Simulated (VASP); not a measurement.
**Input and output of a VASP PBE single-point calculation on LiGeN (strained database structure)**

INCAR

```
GGA = PE
IBRION = -1
PREC = Accurate
NELM = 120
ENCUT = 520
LCHARG = .FALSE.
LREAL = .FALSE.
NSW = 0
NBANDS = 31
LWAVE = .FALSE.
EDIFF = 1E-7
ISMEAR = -1
LASPH = .TRUE.
SIGMA = 0.02
ISIF = 2
```

KPOINTS

```
KPOINTS created by Atomic Simulation Environment
0
Gamma
12 12 4
0 0 0
```

KPOINTS_OPT

```
special points
9
Reciprocal
0.0000000000 0.0000000000 0.0000000000 1
0.5000000000 0.0000000000 0.0000000000 1
0.3333333333 0.3333333333 0.0000000000 1
0.0000000000 0.0000000000 0.5000000000 1
0.5000000000 0.0000000000 0.5000000000 1
0.3333333333 0.3333333333 0.5000000000 1
0.4500000000 0.0000000000 0.0000000000 1
-0.1145830000 0.2291670000 0.0000000000 1
0.0000000000 0.5000000000 0.0000000000 1
```

POSCAR

```
Li Ge N
 1.0000000000000000
     3.1438903454409730    0.0000000000000000    0.0000000000000000
    -1.5719451727204865    2.7226889058645165    0.0000000000000000
     0.0000000000000000    0.0000000000000000    9.3530577756000000
 Li  Ge  N
   2   2   2
Cartesian
  1.5719451727204861  0.9075629686215057  6.9344854025256311
 -0.0000000000000000  1.8151259372430113  2.2579565147256306
 -0.0000000000000000 -0.0000000000000000  4.6841254835958193
 -0.0000000000000000  0.0000000000000000  9.3606543713958192
 -0.0000000000000000  1.8151259372430113  5.6343949029457852
  1.5719451727204861  0.9075629686215057  0.9578660151457844
```

VASP ran with the recommended PBE PAW datasets (44 valence electrons in the cell).

Command

```
mpirun -np 1 vasp_std
```

OSZICAR

```
N       E                     dE             d eps       ncg     rms          rms(c)
DAV:   1     0.410078989037E+03    0.41008E+03   -0.21168E+04  4301   0.315E+03
DAV:   2     0.410011893335E+02   -0.36908E+03   -0.34863E+03  3660   0.776E+02
DAV:   3    -0.270913403580E+02   -0.68093E+02   -0.66846E+02  4176   0.184E+02
DAV:   4    -0.346677813498E+02   -0.75764E+01   -0.75258E+01  5538   0.546E+01
DAV:   5    -0.351732457758E+02   -0.50546E+00   -0.50479E+00  5348   0.130E+01    0.114E+01
DAV:   6    -0.312268277128E+02    0.39464E+01   -0.19761E+01  5747   0.318E+01    0.472E+00
DAV:   7    -0.311959456560E+02    0.30882E-01   -0.21985E+00  4181   0.769E+00    0.294E+00
DAV:   8    -0.311684246549E+02    0.27521E-01   -0.41515E-01  5279   0.406E+00    0.840E-01
DAV:   9    -0.311540389109E+02    0.14386E-01   -0.70628E-02  5400   0.177E+00    0.239E-01
DAV:  10    -0.311550473372E+02   -0.10084E-02   -0.79714E-03  4292   0.510E-01    0.896E-02
DAV:  11    -0.311550677822E+02   -0.20445E-04   -0.12498E-03  5519   0.221E-01    0.325E-02
DAV:  12    -0.311550626797E+02    0.51025E-05   -0.14967E-04  4751   0.859E-02    0.112E-02
DAV:  13    -0.311550667092E+02   -0.40295E-05   -0.13607E-05  4326   0.216E-02    0.384E-03
DAV:  14    -0.311550666701E+02    0.39126E-07   -0.19805E-06  4419   0.731E-03    0.382E-03
DAV:  15    -0.311550665674E+02    0.10269E-06   -0.71843E-07  4086   0.693E-03    0.573E-04
DAV:  16    -0.311550665449E+02    0.22460E-07   -0.83736E-08  2628   0.201E-03
   1 F= -.31155067E+02 E0= -.31155067E+02  d E =-.430929E-13
       N       E                     dE             ncg
DAV:   1     0.100049173030E+04   -0.12179E+05      685
DAV:   2    -0.238916294389E+04   -0.33897E+04      589
DAV:   3    -0.298444014659E+04   -0.59528E+03      643
DAV:   4    -0.305388320337E+04   -0.69443E+02      917
DAV:   5    -0.305797126964E+04   -0.40881E+01      779
DAV:   6    -0.305805943369E+04   -0.88164E-01      836
DAV:   7    -0.305806093588E+04   -0.15022E-02      769
DAV:   8    -0.305806100059E+04   -0.64711E-04      868
DAV:   9    -0.305806100177E+04   -0.11783E-05      713
DAV:  10    -0.305806100182E+04   -0.56558E-07      540
```

From OUTCAR

```
k-points           NKPTS =     57   k-points in BZ     NKDIM =     57   number of bands    NBANDS=     31

   NELECT =      44.0000    total number of electrons

   dimension x,y,z NGX =    24 NGY =   24 NGZ =   70
   dimension x,y,z NGXF=    48 NGYF=   48 NGZF=  140

  energy-cutoff  :      520.00
  volume of cell :       80.06
      direct lattice vectors                 reciprocal lattice vectors
     3.143890345  0.000000000  0.000000000     0.318077251  0.183641987  0.000000000
    -1.571945173  2.722688906  0.000000000     0.000000000  0.367283974  0.000000000
     0.000000000  0.000000000  9.353057776     0.000000000  0.000000000  0.106916906

 k-points in reciprocal lattice and weights: KPOINTS created by Atomic Simulation Env
   0.00000000  0.00000000  0.00000000       0.002
   0.08333333 -0.00000000  0.00000000       0.010
   0.16666667  0.00000000  0.00000000       0.010
   0.25000000 -0.00000000  0.00000000       0.010
   0.33333333 -0.00000000  0.00000000       0.010
   0.41666667 -0.00000000  0.00000000       0.010
   0.50000000 -0.00000000  0.00000000       0.005
   0.08333333  0.08333333  0.00000000       0.010
   ...

 E-fermi :   4.8836

 k-point     1 :       0.0000    0.0000    0.0000
  band No.  band energies     occupation
      1     -41.3677      2.00000
      2     -41.3677      2.00000
      3     -20.0363      2.00000
      4     -20.0363      2.00000
      5     -20.0363      2.00000
      6     -20.0363      2.00000
      7     -19.9384      2.00000
      8     -19.9377      2.00000
      9     -19.9215      2.00000
     10     -19.9215      2.00000
     11     -19.9214      2.00000
     12     -19.9214      2.00000
     13     -11.8983      2.00000
     14     -11.8580      2.00000
     15      -3.1390      2.00000
     16      -2.4125      2.00000
     17       2.0371      2.00000
     18       2.6110      2.00000
     19       2.6110      2.00000
     20       2.6119      2.00000
     21       2.6119      2.00000
     22       4.0816      2.00000
     23       5.8368      0.00000
     24       6.5352      0.00000
     25      11.1829      0.00000
     26      11.1829      0.00000
     27      11.2390      0.00000
     28      11.3062      0.00000
     29      11.3315      0.00000
     30      11.3315      0.00000
     31      15.8507      0.00000

 k-point     2 :       0.0833   -0.0000    0.0000
  band No.  band energies     occupation
      1     -41.3670      2.00000
      2     -41.3670      2.00000
      3     -20.0388      2.00000
      4     -20.0387      2.00000
      5     -20.0319      2.00000
      6     -20.0319      2.00000
      7     -19.9359      2.00000
      8     -19.9354      2.00000
      9     -19.9238      2.00000
     10     -19.9237      2.00000
     11     -19.9222      2.00000
     12     -19.9221      2.00000
     13     -11.8004      2.00000
     14     -11.7600      2.00000
     15      -3.0659      2.00000
     16      -2.3585      2.00000
     17       1.8722      2.00000
     18       1.9549      2.00000
     19       2.2892      2.00000
     20       2.4845      2.00000
     21       2.5000      2.00000
     22       4.1939      2.00000
     23       6.2694      0.00000
     24       7.0205      0.00000
     25      10.6198      0.00000
     26      10.6992      0.00000
     27      11.2472      0.00000
     28      11.2788      0.00000
     29      11.4168      0.00000
     30      11.4399      0.00000
     31      15.0392      0.00000

 k-point     3 :       0.1667    0.0000    0.0000
  band No.  band energies     occupation
      1     -41.3653      2.00000
      2     -41.3652      2.00000
      3     -20.0459      2.00000
      4     -20.0458      2.00000
      5     -20.0199      2.00000
      6     -20.0199      2.00000
      7     -19.9364      2.00000
      8     -19.9364      2.00000
      9     -19.9239      2.00000
     10     -19.9238      2.00000
     11     -19.9226      2.00000
     12     -19.9220      2.00000
     13     -11.5142      2.00000
     14     -11.4739      2.00000
     15      -2.8855      2.00000
     16      -2.2681      2.00000
     17       0.7416      2.00000
     18       0.9043      2.00000
     19       2.1735      2.00000
     20       2.2034      2.00000
     21       2.3771      2.00000
     22       4.2888      2.00000
     23       6.9761      0.00000
     24       7.7992      0.00000
     25       9.4479      0.00000
     26       9.6658      0.00000
     27      11.1249      0.00000
     28      11.4355      0.00000
     29      11.6485      0.00000
     30      11.8580      0.00000
     31      13.6625      0.00000

 k-point     4 :       0.2500   -0.0000    0.0000
  band No.  band energies     occupation
      1     -41.3629      2.00000
      2     -41.3628      2.00000
      3     -20.0563      2.00000
      4     -20.0562      2.00000
      5     -20.0035      2.00000
      6     -20.0035      2.00000
      7     -19.9462      2.00000
      8     -19.9461      2.00000
      9     -19.9262      2.00000
     10     -19.9260      2.00000
     11     -19.9113      2.00000
     12     -19.9105      2.00000
     13     -11.0667      2.00000
     14     -11.0280      2.00000
     15      -2.7999      2.00000
     16      -2.4482      2.00000
     17      -0.2968      2.00000
     18       0.1480      2.00000
     19       1.7941      2.00000
     20       1.8360      2.00000
     21       2.6335      2.00000
     22       4.2573      2.00000
     23       7.0815      0.00000
     24       7.6527      0.00000
     25       8.5584      0.00000
     26       9.3417      0.00000
     27      11.0357      0.00000
     28      11.3970      0.00000
     29      11.7945      0.00000
     30      12.1419      0.00000
     31      12.9639      0.00000

 k-point     5 :       0.3333   -0.0000    0.0000
  band No.  band energies     occupation
      1     -41.3605      2.00000
      2     -41.3605      2.00000
      3     -20.0675      2.00000
      4     -20.0673      2.00000
      5     -19.9872      2.00000
      6     -19.9871      2.00000
      7     -19.9563      2.00000
      8     -19.9562      2.00000
      9     -19.9283      2.00000
     10     -19.9281      2.00000
     11     -19.8990      2.00000
     12     -19.8982      2.00000
     13     -10.5218      2.00000
     14     -10.4881      2.00000
     15      -3.2582      2.00000
     16      -3.1585      2.00000
     17      -0.5353      2.00000
     18       0.1355      2.00000
     19       1.4533      2.00000
     20       1.5039      2.00000
     21       2.9019      2.00000
     22       3.9705      2.00000
     23       6.3531      0.00000
     24       6.8711      0.00000
     25       8.3011      0.00000
     26       9.4427      0.00000
     27      10.9039      0.00000
     28      11.1822      0.00000
     29      11.4981      0.00000
     30      11.8235      0.00000
     31      13.2354      0.00000

 k-point     6 :       0.4167   -0.0000    0.0000
  band No.  band energies     occupation
      1     -41.3588      2.00000
      2     -41.3587      2.00000
      3     -20.0760      2.00000
      4     -20.0758      2.00000
      5     -19.9754      2.00000
      6     -19.9754      2.00000
      7     -19.9635      2.00000
      8     -19.9634      2.00000
      9     -19.9296      2.00000
     10     -19.9294      2.00000
     11     -19.8899      2.00000
     12     -19.8891      2.00000
     13     -10.0170      2.00000
     14      -9.9953      2.00000
     15      -4.0099      2.00000
     16      -3.9242      2.00000
     17      -0.0979      2.00000
     18       0.4312      2.00000
     19       1.2230      2.00000
     20       1.2787      2.00000
     21       3.0326      2.00000
     22       3.4698      2.00000
     23       5.6585      0.00000
     24       6.3581      0.00000
     25       8.3158      0.00000
     26       9.1904      0.00000
     27      10.2899      0.00000
     28      10.9802      0.00000
     29      11.6223      0.00000
     30      11.7886      0.00000
     31      13.6285      0.00000

 ...

  Total       -4.5470762     -4.5470762      0.4461373      0.0000000     -0.0000000      0.0000000
  in kB      -90.9963118    -90.9963118      8.9281222      0.0000000     -0.0000000      0.0000000
  external PRESSURE =     -57.6881671 kB  Pullay stress =       0.0000000 kB

 POSITION                                       TOTAL-FORCE (eV/Angst)
 -----------------------------------------------------------------------------------
      1.57195      0.90756      6.93449         0.000000      0.000000      0.037679
      0.00000      1.81513      2.25796        -0.000000     -0.000000      0.037679
      0.00000      0.00000      4.68413         0.000000     -0.000000     -0.383649
      0.00000      0.00000      0.00760        -0.000000     -0.000000     -0.383649
      0.00000      1.81513      5.63439         0.000000      0.000000      0.345970
      1.57195      0.90756      0.95787        -0.000000     -0.000000      0.345970
 -----------------------------------------------------------------------------------
    total drift:                               -0.000001     -0.000002      0.002482

  FREE ENERGIE OF THE ION-ELECTRON SYSTEM (eV)
  ---------------------------------------------------
  free  energy   TOTEN  =       -31.1550665449 eV

  energy  without entropy=      -31.1550665449  energy(sigma->0) =      -31.15506654
```

```yaml
gap_between_bands_v_and_c: 1.10 eV
least_direct_gap: 1.76 eV
pressure: -5.8 GPa
largest_force: 0.38 eV/Å
```

Band v is the last that the valence electrons fill when counted band by band, and c is the next.

The run took about 1.9 min on one core of a shared host (Intel Xeon Platinum 8488C) and held 0.31 GiB at most.
